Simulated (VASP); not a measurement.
SrCl2 (fluorite) relaxed at rising pressure, in one space group throughout; other phases were not tried. The pressures are those reached. Calculation: PBEsol GGA, VASP's PBE PAW potentials (set 64) (plane waves; VASP).

```tsv
P (GPa)	V (Å³/atom)	k-mesh
-0.08	27.617	6×6×6
4.98	24.862	6×6×6
9.96	23.133	6×6×6
19.93	20.867	6×6×6
29.93	19.350	6×6×6
```

A change of mesh leaves a small step in the series.

### Question
Fit an equation of state and predict the volume at 44.99 GPa.

### Answer
Least squares on the third-order Birch-Murnaghan form, P = (3B0/2)(y⁷ − y⁵)[1 + (3/4)(B′ − 4)(y² − 1)] with y = (V0/V)^(1/3), gives V0 = 27.551 Å³/atom, B0 = 39 GPa and B′ = 4.4, and so 17.767 Å³/atom. The run gave 17.744 Å³/atom, -0.1 % from the fit.

Pressures at which the relaxation failed are left out.

The compound is SrCl2 in the fluorite structure.
